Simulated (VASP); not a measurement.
Computed with rev-vdW-DF2, VASP's PBE PAW potentials (set 64) (plane waves; VASP).

Input for VASP

### POSCAR
```
Mg
1
    1.5675090681    -2.7150057878     0.0000000000
    1.5675090681     2.7150057878     0.0000000000
    0.0000000000     0.0000000000     4.9926829855
Mg
2
Direct
  0.3333330000   0.6666670000   0.2500000000
  0.6666670000   0.3333330000   0.7500000000
```

KPOINTS:
```
Automatic mesh
0
Gamma
13 13 7
0 0 0
```

**INCAR**
```
AGGAC = 0.0
ALGO = Normal
EDIFF = 1E-7
EDIFFG = -0.01
ENCUT = 520
GGA = MK
IBRION = 2
ISIF = 4
ISMEAR = 1
LASPH = .TRUE.
LCHARG = .FALSE.
LREAL = .FALSE.
LUSE_VDW = .TRUE.
LWAVE = .FALSE.
NELM = 100
NSW = 30
PARAM1 = 0.1234568
PARAM2 = 0.7114
PREC = Accurate
SIGMA = 0.1
SYSTEM = Mg
ZAB_VDW = -1.8867
```

POTCAR, in this order: Mg (PBE.64 set). Program: vasp_std.

The run wrote:

**OSZICAR**
```
       N       E                     dE             d eps       ncg     rms          rms(c)
DAV:   1     0.254765661996E+01    0.25477E+01   -0.13332E+03  1008   0.477E+02
DAV:   2    -0.445652301174E+00   -0.29933E+01   -0.29088E+01  1326   0.298E+01
DAV:   3    -0.463740755286E+00   -0.18088E-01   -0.17950E-01  1374   0.320E+00
DAV:   4    -0.463789601906E+00   -0.48847E-04   -0.48846E-04  1404   0.144E-01
DAV:   5    -0.463789889429E+00   -0.28752E-06   -0.28755E-06  1362   0.886E-03    0.896E-01
DAV:   6    -0.467810289441E+00   -0.40204E-02   -0.18697E-03  1314   0.412E-01    0.584E-01
DAV:   7    -0.470078544039E+00   -0.22683E-02   -0.58147E-03  1092   0.802E-01    0.358E-02
DAV:   8    -0.470072821249E+00    0.57228E-05   -0.24441E-05  1506   0.451E-02    0.877E-03
DAV:   9    -0.470073747242E+00   -0.92599E-06   -0.27405E-06  1260   0.182E-02    0.116E-03
DAV:  10    -0.470073857883E+00   -0.11064E-06   -0.67328E-08  1170   0.263E-03    0.279E-04
DAV:  11    -0.470073852158E+00    0.57253E-08   -0.34567E-09   726   0.501E-04
   1 F= -.47007385E+00 E0= -.46947407E+00  d E =-.470074E+00
       N       E                     dE             d eps       ncg     rms          rms(c)
DAV:   1    -0.471307226164E+00   -0.12334E-02   -0.32114E-03  1380   0.306E-01    0.175E-02
DAV:   2    -0.471310492910E+00   -0.32667E-05   -0.16643E-05  1170   0.304E-02    0.114E-02
DAV:   3    -0.471311767430E+00   -0.12745E-05   -0.31354E-06  1266   0.149E-02    0.342E-04
DAV:   4    -0.471311784665E+00   -0.17235E-07   -0.15789E-08   912   0.108E-03
   2 F= -.47131178E+00 E0= -.47089614E+00  d E =-.123793E-02
       N       E                     dE             d eps       ncg     rms          rms(c)
DAV:   1    -0.471962987871E+00   -0.65122E-03   -0.50622E-03  1356   0.383E-01    0.217E-02
DAV:   2    -0.471968062540E+00   -0.50747E-05   -0.26516E-05  1140   0.382E-02    0.141E-02
DAV:   3    -0.471969997844E+00   -0.19353E-05   -0.47294E-06  1224   0.184E-02    0.389E-04
DAV:   4    -0.471970016573E+00   -0.18730E-07   -0.22899E-08   954   0.131E-03
   3 F= -.47197002E+00 E0= -.47187346E+00  d E =-.189616E-02
```

OUTCAR:
```
------------------------ aborting loop because EDIFF is reached ----------------------------------------
  FORCE on cell =-STRESS in cart. coord.  units (eV):
  Direction    XX          YY          ZZ          XY          YZ          ZX
  --------------------------------------------------------------------------------------
  Total        0.6796121      0.6796123      0.6988188      0.0000000      0.0000000      0.0000000
  in kB       25.6228167     25.6228256     26.3469516      0.0000000      0.0000000      0.0000000
  external PRESSURE =      25.8641980 kB  Pullay stress =       0.0000000 kB
  volume of cell :       42.50
      direct lattice vectors                 reciprocal lattice vectors
     1.558923253 -2.700134747  0.000000000     0.320734198 -0.185175944 -0.000000000
     1.558923253  2.700134747  0.000000000     0.320734198  0.185175944  0.000000000
     0.000000000 -0.000000000  5.047829065    -0.000000000  0.000000000  0.198104965
 POSITION                                       TOTAL-FORCE (eV/Angst)
 -----------------------------------------------------------------------------------
      1.55892      0.90005      1.26196        -0.000000     -0.000000      0.000000
      1.55892     -0.90005      3.78587         0.000000      0.000000      0.000000
 -----------------------------------------------------------------------------------
    total drift:                               -0.000000     -0.000006      0.000001
  FREE ENERGIE OF THE ION-ELECTRON SYSTEM (eV)
  ---------------------------------------------------
  free  energy   TOTEN  =        -0.4719700166 eV

  energy  without entropy=       -0.4716803416  energy(sigma->0) =       -0.47187346

 reached required accuracy - stopping structural energy minimisation
```
(Selected blocks of OUTCAR.)

File CONTCAR:
```
Mg
   1.00000000000000
     1.5589232534847812   -2.7001347467932111    0.0000000000000000
     1.5589232534847812    2.7001347467932111    0.0000000000000000
     0.0000000000000000   -0.0000000000000000    5.0478290645765824
  Mg
     2
Direct
     0.3333330000000032    0.6666669999999968    0.2500000000000000
     0.6666669999999968    0.3333330000000032    0.7500000000000000
```

The compound is Mg in the hcp structure. This cell is one point of a volume scan, at 0.94 of the reference volume. Symmetry was kept, so distortions that lower it aren't found.
